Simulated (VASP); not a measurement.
# NiMoIrPdW (Cm) in VASP: further runs, part 2 of 2

VASP 6.6.1. Earlier steps stand in the parts before.

### Step 3. Band structure, PBE, collinear spin, ferromagnetic start

This run uses another cell than the first one, of 14.68 Å³/atom, 1.056 times its volume.

INCAR reads:

```
PREC = Accurate
ENCUT = 520
EDIFF = 1E-7
ISMEAR = -1
SIGMA = 0.05
LREAL = F
LASPH = T
NELM = 150
ALGO = Normal
ISIF = 2
LWAVE = F
LCHARG = F
ISPIN = 2
MAGMOM = 1 1 0 0.6 0
LORBIT = 11
LMAXMIX = 4
GGA = PE
NBANDS = 40
KPAR = 4
```

KPOINTS reads:

```
regular mesh
0
Gamma
  11 11 3
```

POSCAR reads:

```
NiMoIrPdW
1.0
    2.3446000000     -1.4313800000      0.0090600000
    2.3446000000      1.4313800000      0.0090600000
   -2.2060000000      0.0000000000     10.9237400000
Ni Mo Pd Ir W
1 1 1 1 1
Direct
    0.4983800000      0.4983800000      0.2952500000
    0.3177300000      0.3177300000      0.9120700000
    0.2473300000      0.2473300000      0.4906100000
    0.7498200000      0.7498200000      0.1080200000
    0.6867300000      0.6867300000      0.6940600000
```

KPOINTS_OPT reads:

```
path GYFLI,I1ZF1,YX1,XGN,MG
15
line-mode
reciprocal
 0.0000000000  0.0000000000  0.0000000000  G
-0.5000000000 -0.5000000000  0.0000000000  Y

-0.5000000000 -0.5000000000  0.0000000000  Y
-0.5016370980 -0.5016370980  0.0400768515  F

-0.5016370980 -0.5016370980  0.0400768515  F
-0.5000000000 -0.5000000000  0.5000000000  L

-0.5000000000 -0.5000000000  0.5000000000  L
-0.6610839512 -0.3389160488  0.5000000000  I

-0.3389160488  0.3389160488  0.5000000000  I1
 0.0000000000  0.0000000000  0.5000000000  Z

 0.0000000000  0.0000000000  0.5000000000  Z
-0.4983629020 -0.4983629020  0.9599231485  F1

-0.5000000000 -0.5000000000  0.0000000000  Y
-0.6531734193 -0.3468265807  0.0000000000  X1

-0.3468265807  0.3468265807  0.0000000000  X
 0.0000000000  0.0000000000  0.0000000000  G

 0.0000000000  0.0000000000  0.0000000000  G
-0.5000000000  0.0000000000  0.0000000000  N

-0.5000000000  0.0000000000  0.5000000000  M
 0.0000000000  0.0000000000  0.0000000000  G
```

Potentials or basis: VASP PAW PBE potentials, release 64 (Ni, Mo_sv, Pd, Ir, W_sv).

Started as:

```sh
$ cat potpaw_PBE.64/Ni/POTCAR potpaw_PBE.64/Mo_sv/POTCAR potpaw_PBE.64/Pd/POTCAR potpaw_PBE.64/Ir/POTCAR potpaw_PBE.64/W_sv/POTCAR > POTCAR
$ mpirun -np 4 vasp_std > vasp.out
```

Run time: 3.9 min. Hardware: 4 MPI ranks of AMD EPYC 9R45 (Zen 5), shared host; peak memory 0.86 GiB.

It converged, with:

```yaml
Free_energy: -43.2564 eV
Pressure: 0.3 GPa
Largest_force: 0.087 eV/Å
Band_gap_along_the_path: none (metal or under the smearing width)
Net_moment: 0.00 μB per cell
Valence_electrons_inside_the_program's_atomic_spheres: Ni 9.13; Mo 12.53; Pd 9.56; Ir 8.34; W 12.04
```

Forces in eV/Å, atoms in the order of the input:
```
Ni  -0.012  0.000  0.015
Mo   0.017  0.000 -0.085
Pd   0.001  0.000 -0.052
Ir   0.002  0.000  0.060
W   -0.009  0.000  0.062
```

Stress tensor (GPa, compression positive):
```
 0.22  0.00  0.10
 0.00 -0.11  0.00
 0.10  0.00  0.90
```

Levels at the corners of the path, in eV from the Fermi level:
Spin up:
| point | band 25 | band 26 | band 27 | band 28 | band 29 | band 30 |
| --- | --- | --- | --- | --- | --- | --- |
| Γ | -1.30 | -0.88 | -0.88 | -0.80 | -0.76 | -0.55 |
| Y | -0.29 | -0.21 | -0.08 | 0.21 | 1.12 | 1.13 |
| Y | -0.29 | -0.21 | -0.08 | 0.21 | 1.12 | 1.13 |
| F | -0.29 | -0.21 | -0.06 | 0.21 | 1.11 | 1.13 |
| F | -0.29 | -0.21 | -0.06 | 0.21 | 1.11 | 1.13 |
| L | -0.22 | -0.12 | 0.28 | 0.52 | 0.78 | 1.12 |
| L | -0.22 | -0.12 | 0.28 | 0.52 | 0.78 | 1.12 |
| I | -0.92 | -0.32 | -0.27 | -0.07 | 0.39 | 0.99 |
| I1 | -0.92 | -0.32 | -0.27 | -0.07 | 0.39 | 0.99 |
| Z | -1.54 | -1.49 | -1.00 | -0.89 | -0.53 | -0.52 |
| Z | -1.54 | -1.49 | -1.00 | -0.89 | -0.53 | -0.52 |
| F1 | -0.29 | -0.21 | -0.06 | 0.21 | 1.11 | 1.13 |
| Y | -0.29 | -0.21 | -0.08 | 0.21 | 1.12 | 1.13 |
| X1 | -0.91 | -0.31 | -0.16 | 0.17 | 0.26 | 0.94 |
| X | -0.91 | -0.31 | -0.16 | 0.17 | 0.26 | 0.94 |
| Γ | -1.30 | -0.88 | -0.88 | -0.80 | -0.76 | -0.55 |
| Γ | -1.30 | -0.88 | -0.88 | -0.80 | -0.76 | -0.55 |
| N | -0.54 | -0.41 | -0.27 | 0.81 | 1.27 | 1.34 |
| M | -0.51 | -0.28 | -0.18 | 0.69 | 0.83 | 1.03 |
| Γ | -1.30 | -0.88 | -0.88 | -0.80 | -0.76 | -0.55 |
Spin down:
```
point  band 25  band 26  band 27  band 28  band 29  band 30
    Γ    -1.30    -0.88    -0.88    -0.80    -0.76    -0.55
    Y    -0.29    -0.21    -0.08     0.21     1.12     1.13
    Y    -0.29    -0.21    -0.08     0.21     1.12     1.13
    F    -0.29    -0.21    -0.06     0.21     1.11     1.13
    F    -0.29    -0.21    -0.06     0.21     1.11     1.13
    L    -0.21    -0.12     0.28     0.52     0.78     1.12
    L    -0.21    -0.12     0.28     0.52     0.78     1.12
    I    -0.92    -0.32    -0.27    -0.07     0.39     0.99
   I1    -0.92    -0.32    -0.27    -0.07     0.39     0.99
    Z    -1.54    -1.48    -1.00    -0.89    -0.53    -0.52
    Z    -1.54    -1.48    -1.00    -0.89    -0.53    -0.52
   F1    -0.29    -0.21    -0.06     0.21     1.11     1.13
    Y    -0.29    -0.21    -0.08     0.21     1.12     1.13
   X1    -0.91    -0.31    -0.16     0.17     0.26     0.94
    X    -0.91    -0.31    -0.16     0.17     0.26     0.94
    Γ    -1.30    -0.88    -0.88    -0.80    -0.76    -0.55
    Γ    -1.30    -0.88    -0.88    -0.80    -0.76    -0.55
    N    -0.54    -0.41    -0.27     0.81     1.27     1.34
    M    -0.51    -0.28    -0.18     0.69     0.83     1.03
    Γ    -1.30    -0.88    -0.88    -0.80    -0.76    -0.55
```

Caveat: spin-orbit coupling is left out, which moves the levels of the heavy elements.
